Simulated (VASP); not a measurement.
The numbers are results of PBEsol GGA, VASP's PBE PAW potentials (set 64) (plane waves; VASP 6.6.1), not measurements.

VASP ran on this input.

File POSCAR:
```
NdN
1
    0.0000000000     2.5539340789     2.5539340789
    2.5539340789     0.0000000000     2.5539340789
    2.5539340789     2.5539340789     0.0000000000
N Nd
1 1
Direct
  0.0000000000   0.0000000000   0.0000000000
  0.5000000000   0.5000000000   0.5000000000
```

INCAR:
```
SYSTEM=NdN
PREC=Accurate; ENCUT=520; LREAL=.False.
LASPH=.True.; ICHARG=11
EDIFF=1E-7; NELM=100; ALGO=Normal
LMAXMIX=6
ISMEAR=0; SIGMA=0.05
GGA=PS
LWAVE=.False.; LCHARG=.False.; LORBIT=11
```

**KPOINTS**
```
k-points along high-symmetry lines
15
Line-mode
Reciprocal
  0.000000   0.000000   0.000000 ! GAMMA
  0.500000   0.000000   0.500000 ! X

  0.500000   0.000000   0.500000 ! X
  0.625000   0.250000   0.625000 ! U

  0.375000   0.375000   0.750000 ! K
  0.000000   0.000000   0.000000 ! GAMMA

  0.000000   0.000000   0.000000 ! GAMMA
  0.500000   0.500000   0.500000 ! L

  0.500000   0.500000   0.500000 ! L
  0.500000   0.250000   0.750000 ! W

  0.500000   0.250000   0.750000 ! W
  0.500000   0.000000   0.500000 ! X
```

POTCAR, in this order: N Nd_3 (PBE.64 set). Program: vasp_std. Read from the step before: CHGCAR.

What will the output report for the number of irreducible k-points (NKPTS), number of bands (NBANDS), largest plane-wave count, number of space-group operations, FFT grid (NGX, NGY, NGZ)?

The number of irreducible k-points (NKPTS) is 90 and the number of bands (NBANDS) is 12. The largest plane-wave count comes out as 934. The number of space-group operations is 48 and the FFT grid (NGX, NGY, NGZ) comes out as 28 × 28 × 28.

The structure comes from a measured NdN entry (Fm-3m) of the Crystallography Open Database, whose conditions weren't checked. It was relaxed first. The 4f electrons are frozen in the core of the lanthanide potential, so 4f levels, which can set the real gap, and their magnetism are missing.
